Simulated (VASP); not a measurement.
Given:

```yaml
crystal:
  lattice:
    - [5.89033, 0.00000, 0.00000]
    - [0.00000, 5.89033, 0.00000]
    - [0.00000, 0.00000, 5.89033]
  atoms:
    - { symbol: Cd, position: [0.99388, 0.99388, 0.99388] }
    - { symbol: Cd, position: [0.50612, 0.50612, 0.99388] }
    - { symbol: Cd, position: [0.50612, 0.99388, 0.50612] }
    - { symbol: Cd, position: [0.99388, 0.50612, 0.50612] }
    - { symbol: Se, position: [0.25000, 0.25000, 0.25000] }
    - { symbol: S, position: [0.75000, 0.75000, 0.25000] }
    - { symbol: S, position: [0.75000, 0.25000, 0.75000] }
    - { symbol: S, position: [0.25000, 0.75000, 0.75000] }
```

These are PBEsol GGA, VASP's PBE PAW potentials (set 64) (plane waves; VASP) values and carry that method's errors. Settings: 400 eV cut-off, 4×4×4 Γ-centred mesh, tetrahedra with Blöchl corrections, potentials Cd Se S.

The cores are frozen, which limits the accuracy of field gradients.

Problem. Give the principal components of the electric field gradient (V/Å²) and the asymmetry η at each nucleus.

Solution. 
```
atom   Vxx   Vyy   Vzz     η
----  ----  ----  ----  ----
Cd1   -3.2  -3.2   6.4  0.00
Cd2   -3.2  -3.2   6.4  0.00
Cd3   -3.2  -3.2   6.4  0.00
Cd4   -3.2  -3.2   6.4  0.00
Se5    0.0   0.0   0.0     -
S6    -7.3  -7.3  14.5  0.00
S7    -7.3  -7.3  14.5  0.00
S8    -7.3  -7.3  14.5  0.00
```

The structure was generated: Cd4S3Se was put into an ordered model structure (P-43m), which need not be its known phase. It was relaxed first.
